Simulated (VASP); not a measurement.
Consider the following.

```xyz
1
Lattice="0.0000 1.9912 1.9912 1.9912 0.0000 1.9912 1.9912 1.9912 0.0000" Properties=species:S:1:pos:R:3 pbc="T T T"
Al     0.0000     0.0000     0.0000
```

Computed with r2SCAN meta-GGA, VASP's PBE PAW potentials (set 64) (plane waves; VASP 6.6.1). Settings: PREC = Normal, EDIFF = 1E-5, 400 eV cut-off, 18×18×18 Γ-centred mesh, first-order Methfessel-Paxton smearing of 0.10 eV, potentials Al.

Task: Predict the energy per atom (σ→0), band gap (on the k-mesh) with the smallest direct gap where there is one.

Result: 
```json
{
 "band gap (on the k-mesh)": "none (metal, semimetal or under 0.01 eV)",
 "energy per atom (σ→0)": "-6.735 eV/atom"
}
```

The absolute energy has meaning only against runs of the same code, potentials and settings.

The compound is Al in the fcc structure. It was relaxed first.
